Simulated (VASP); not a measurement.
Energy against volume of BN (wurtzite). Calculation: TPSS meta-GGA, VASP's PBE PAW potentials (set 64) (plane waves; VASP). Run with 520 eV cut-off, 10×10×5 Γ-centred mesh, Gaussian smearing of 0.050 eV, potentials B N.

Shape and ions are relaxed at each volume.

```csv
V (Å³/atom),E (eV/atom)
5.791,-10.21880
5.971,-10.22581
6.150,-10.22017
6.329,-10.20356
```

Q: Fit these four points and predict the energy of the run at 5.612 Å³/atom.

A: A cubic in V^(−2/3), the third-order Birch-Murnaghan form, passes through the four points with V0 = 5.98 Å³/atom and B0 = 374 GPa, and gives -10.1974 eV/atom there. The run gave -10.1973 eV/atom, +0.1 meV/atom from the fit; all five points give B0 = 374 GPa.

The compound is BN in the wurtzite structure, a metastable high-pressure form. It was relaxed first.
